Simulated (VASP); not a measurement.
# MgBe3 (P6_3/mmc) in VASP: settings compared, part 2 of 2

VASP 6.6.1.

### Step 3. Core levels, rev-vdW-DF2 (atoms moved at random, drawn with an rms of 0.05 Å)

Input file INCAR:

```
SYSTEM = MgBe3
AGGAC    = 0.0          
ALGO     = Normal         ! electronic algorithm
EDIFF    = 1E-6           ! SCF threshold, eV
ENCUT    = 520            ! plane-wave cutoff, eV
GGA      = MK             ! functional
ICORELEVEL= 1            
ISIF     = 2              ! what is computed and relaxed
ISMEAR   = -1             ! smearing method
LASPH    = .True.         ! aspherical terms in the spheres
LCHARG   = .False.        ! write CHGCAR
LREAL    = .False.        ! projectors in reciprocal space
LUSE_VDW = .True.       
LWAVE    = .False.        ! write WAVECAR
NELM     = 60             ! most SCF steps
PARAM1   = 0.1234       
PARAM2   = 0.711357     
PREC     = Accurate       ! precision mode
SIGMA    = 0.1            ! smearing width, eV
ZAB_VDW  = -1.8867
```

Input file KPOINTS:

```
k-points
0
Gamma
  6 6 7
  0 0 0
```

Input file POSCAR:

```
MgBe3
5.4676
    1.000000426787      0.000000000000      0.000000000000
   -0.500000213403      0.866025773392      0.000000000000
    0.000000000000      0.000000000000      0.663525312751
Mg Be
2 6
Direct
    0.6621100000      0.3244440000      0.2474240000
    0.3333100000      0.6662460000      0.7454710000
    0.7375140000      0.8653410000      0.2526480000
    0.1244140000      0.2613610000      0.2386940000
    0.1346500000      0.8693400000      0.2480130000
    0.8665070000      0.1266180000      0.7491230000
    0.8631220000      0.7420160000      0.7551100000
    0.2608530000      0.1393150000      0.7513970000
```

Potentials or basis: VASP PAW PBE potentials, release 64 (Mg_pv, Be_sv).

Run with:

```console
$ cat potpaw_PBE.64/Mg_pv/POTCAR potpaw_PBE.64/Be_sv/POTCAR > POTCAR
$ mpirun -np 1 vasp_std > vasp.out
```

OUTCAR:

```text
SYSTEM = MgBe3
   EDIFF = 1E-6
   ENCUT = 520
   GGA = MK
   ISIF = 2
   ISMEAR = -1
   LASPH = .True.
   LREAL = .False.
   NELM = 60
   PREC = Accurate

 ion  position               nearest neighbor table
   1  0.662  0.324  0.247-
   2  0.333  0.666  0.745-
   3  0.738  0.865  0.253-   4 2.14   7 2.16   5 2.16   7 2.17   6 2.19   6 2.21
   4  0.124  0.261  0.239-   3 2.14   8 2.15   6 2.16   5 2.17   6 2.22   8 2.23
   5  0.135  0.869  0.248-   3 2.16   4 2.17   7 2.20   8 2.21   8 2.23   7 2.24
   6  0.867  0.127  0.749-   7 2.09   8 2.12   4 2.16   3 2.19   3 2.21   4 2.22
   7  0.863  0.742  0.755-   6 2.09   3 2.16   3 2.17   8 2.17   5 2.20   5 2.24
   8  0.261  0.139  0.751-   6 2.12   4 2.15   7 2.17   5 2.21   4 2.23   5 2.23

  LATTYP: Found a hexagonal cell.
 ALAT       =     5.4676023335
 C/A-ratio  =     0.6635250296

  Lattice vectors:

 A1 = (   5.4676023335,   0.0000000000,   0.0000000000)
 A2 = (  -2.7338011668,   4.7350825186,   0.0000000000)
 A3 = (   0.0000000000,   0.0000000000,   3.6278910000)

Analysis of symmetry for initial positions (statically):
=====================================================================
 Subroutine PRICEL returns:
 Original cell was already a primitive cell.

 Routine SETGRP: Setting up the symmetry group for a
 hexagonal supercell.

 Subroutine GETGRP returns: Found  1 space group operations
 (whereof  1 operations were pure point group operations)
 out of a pool of 24 trial point group operations.

The static configuration has the point symmetry C_1 .

Analysis of symmetry for dynamics (positions and initial velocities):
=====================================================================
 Subroutine PRICEL returns:
 Original cell was already a primitive cell.

 Routine SETGRP: Setting up the symmetry group for a
 hexagonal supercell.

 Subroutine GETGRP returns: Found  1 space group operations
 (whereof  1 operations were pure point group operations)
 out of a pool of 24 trial point group operations.

[... 144 lines left out ...]
   LRPA    =     F    only Hartree local field effects (RPA)
 non-spin polarized calculation
  energy-cutoff  :      520.00
  volume of cell :       93.92
 maximum number of plane-waves:      2564
 NGX is ok and might be reduce to    42
   NGX = 21   NGY = 21   NGZ = 13

 number of electron      39.9999954 magnetization

 Free energy of the ion-electron system (eV)
  ---------------------------------------------------
  ext. energy  EPLUGINS =         0.00000000
  ---------------------------------------------------
  free energy    TOTEN  =       -13.62007652 eV

  energy without entropy =      -13.57701509  energy(sigma->0) =      -13.59854581

 the core state eigenenergies are
   1-  1s  -1251.2998  2s    -71.7543
   2-  1s  -1251.2889  2s    -71.7479
   3-
   4-
   5-
   6-
   7-
   8-

 E-fermi :   3.5499     XC(G=0): -10.1380

 val. band max:        3.4787749858   @ k =   0.0000   0.5000   0.1429
 cond. band min:       3.5540343011   @ k =  -0.1667   0.0000   0.4286
 fundamental gap:      0.0752593152
 Fermi energy:         3.5499371484

 k-point     1 :       0.0000    0.0000    0.0000
  band No.  band energies     occupation
      1     -96.5082      2.00000
      2     -96.4373      2.00000
      3     -96.4243      2.00000
      4     -96.4189      2.00000
      5     -96.3956      2.00000
      6     -96.3759      2.00000
[... 272 lines left out ...]
 k-point    11 :       0.1667    0.1667    0.0000
  band No.  band energies     occupation
      1     -96.5082      2.00000

------------------------ aborting loop because EDIFF is reached ----------------------------------------

  FORCE on cell =-STRESS in cart. coord.  units (eV):
  Direction    XX          YY          ZZ          XY          YZ          ZX
  --------------------------------------------------------------------------------------
  -------------------------------------------------------------------------------------
  Total        0.1460875     -0.2888643     -0.6521323     -0.2116749      0.0397295     -0.0121334
  in kB        2.4919819     -4.9274905    -11.1241687     -3.6107820      0.6777120     -0.2069727
  external PRESSURE =      -4.5198924 kB  Pullay stress =       0.0000000 kB

 VOLUME and BASIS-vectors are now :
 -----------------------------------------------------------------------------
  energy-cutoff  :      520.00
  volume of cell :       93.92
      direct lattice vectors                 reciprocal lattice vectors
     5.467602334  0.000000000  0.000000000     0.182895525  0.105594781  0.000000000
    -2.733801167  4.735082519  0.000000000     0.000000000  0.211189561  0.000000000
     0.000000000  0.000000000  3.627891000     0.000000000  0.000000000  0.275642240

 POSITION                                       TOTAL-FORCE (eV/Angst)
 -----------------------------------------------------------------------------------
      2.73319      1.53627      0.89763        -0.031426      0.218859      0.047917
      0.00102      3.15473      2.70449        -0.099149      0.029868      0.041138
      1.66676      4.09746      0.91658        -0.165199      0.015303     -0.033924
     -0.03426      1.23757      0.86596         0.085246      0.104878      0.299603
     -1.64039      4.11640      0.89976        -0.102796     -0.057955      0.076185
      4.39157      0.59955      2.71774        -0.204911      0.193879     -0.099650
      2.69068      3.51351      2.73946         0.298891     -0.321129     -0.136815
      1.04538      0.65967      2.72599         0.219345     -0.183702     -0.194454
 -----------------------------------------------------------------------------------
    total drift:                               -0.009940      0.012694      0.011223

  FREE ENERGIE OF THE ION-ELECTRON SYSTEM (eV)
  ---------------------------------------------------
  free  energy   TOTEN  =       -13.6200765233 eV

  energy  without entropy=      -13.5770150894  energy(sigma->0) =      -13.59854581

Total vdW correction in eV:      6.8584152
```

It took 3.6 min on 1 thread of Intel Xeon Platinum 8488C (Sapphire Rapids), shared host; peak memory 0.65 GiB.

Results:

- Free energy: -13.6201 eV
- Pressure: -0.5 GPa
- Largest force: 0.460 eV/Å
- Band gap on the k mesh: none (metal or under the smearing width)

Forces in eV/Å, atoms in the order of the input:
```
Mg  -0.031  0.219  0.048
Mg  -0.099  0.030  0.041
Be  -0.165  0.015 -0.034
Be   0.085  0.105  0.300
Be  -0.103 -0.058  0.076
Be  -0.205  0.194 -0.100
Be   0.299 -0.321 -0.137
Be   0.219 -0.184 -0.194
```

Stress tensor (GPa, compression positive):
```
 0.25 -0.36 -0.02
-0.36 -0.49  0.07
-0.02  0.07 -1.11
```

Caveat: the PAW data sets were made with another functional, which shifts forces and pressure a little.
